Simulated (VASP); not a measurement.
LiCaF3:

```
CELL_PARAMETERS angstrom
3.76124 0.00000 0.00000
0.00000 3.76124 0.00000
0.00000 0.00000 3.76124
ATOMIC_POSITIONS crystal
Ca 0.00000 0.00000 0.00000
F 0.50000 0.00000 0.50000
F 0.50000 0.50000 0.00000
F 0.00000 0.50000 0.50000
Li 0.50000 0.50000 0.50000
```

The cell comes from a database or a generator and needn't be the stable form of this composition.

```yaml
Program: VASP 6.6.1
Task: single point
Functional: PBE
Potentials_or_basis: VASP PAW PBE potentials, release 64 (Ca_sv, F, Li_sv)
Cutoff: 520 eV
k_mesh: 7 × 7 × 7
Occupations: fermi-dirac, width 0.05 eV
Spin: no spin polarisation
```

On this cell: largest force zero by symmetry; band gap on the k mesh 6.52 eV, indirect (least direct gap 6.59 eV).

The same run follows on a disturbed copy (atoms moved at random, drawn with an rms of 0.05 Å):

```
Ca F Li
1.0
     3.76124    0.00000    0.00000
     0.00000    3.76124    0.00000
     0.00000    0.00000    3.76124
Ca F Li
1 3 1
Cartesian
  0.0417 0.0486 -0.0025
  1.8903 0.0222 1.8762
  1.8691 1.8535 0.0292
  0.0681 1.8500 1.8898
  1.9330 1.8657 1.8913
```

What does the disturbed cell give?

The energy moves by +5.1 meV/atom; largest force 0.510 eV/Å; band gap on the k mesh 6.54 eV, indirect (least direct gap 6.61 eV).

Forces in eV/Å, atoms in the order of the input:
```
Ca   0.110  0.058  0.026
F    0.185 -0.436  0.096
F    0.206  0.086 -0.253
F   -0.495  0.089  0.084
Li  -0.006  0.203  0.048
```

Caveats: an odd mesh through Γ misses points on the zone boundary, where band edges often lie.
